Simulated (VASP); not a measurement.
Input:

```
Te
1.0
    2.15898    -3.73946     0.00000
    2.15898     3.73946     0.00000
    0.00000     0.00000     5.95768
Te
3
Direct
  0.00000   0.28428   0.66667
  0.71572   0.71572   0.00000
  0.28428   0.00000   0.33333
```

Computed with PBEsol GGA, VASP's PBE PAW potentials (set 64) (plane waves; VASP). Numerical set-up: 520 eV cut-off, 10×10×6 Γ-centred mesh, first-order Methfessel-Paxton smearing of 0.10 eV, potentials Te.

### Question
Predict the energy per atom (σ→0).

### Answer

```json
{
  "energy per atom (σ→0)": "-3.527 eV/atom"
}
```

The absolute energy has meaning only against runs of the same code, potentials and settings.

The compound is Te in the trig structure. It was relaxed first, which changed the volume by -6 %.
